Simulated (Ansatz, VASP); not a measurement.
# PtF2 in VASP and in Ansatz

```
Pt F
1.0
     2.86199   -3.23702    0.00000
     2.86199    3.23702    0.00000
     0.00000    0.00000    3.12152
Pt F
1 2
Direct
  0.50000 0.50000 0.50000
  0.72418 0.72418 0.00000
  0.27582 0.27582 0.00000
```

Alike in both runs: task relaxation of cell and atoms; functional PBE; k mesh 4 × 4 × 6; occupations gaussian, width 0.1 eV; no spin polarisation.

```csv
,VASP,Ansatz
version,VASP 6.6.1,Ansatz 0.2.0
potentials or method,"VASP PAW PBE potentials, release 64 (Pt, F)","scalar-relativistic, plane waves, PAW"
plane-wave cutoff (eV),600,420
valence electrons in the cell,24,32
```

```tsv
	VASP	Ansatz	Ansatz less VASP
gap on the k mesh at the Fermi level, each at its own relaxed structure (eV)	1.09	1.20	+0.118
relaxed volume (Å³/atom)	19.33	19.28	-0.055
relaxed cell length with the largest relative difference (Å)	3.125	3.122	-0.0036
```

The two sets of potentials don't hold the same shells in valence.

Caveats: spin-orbit coupling is left out, which moves the levels of the heavy elements. A k mesh can miss the band edges.
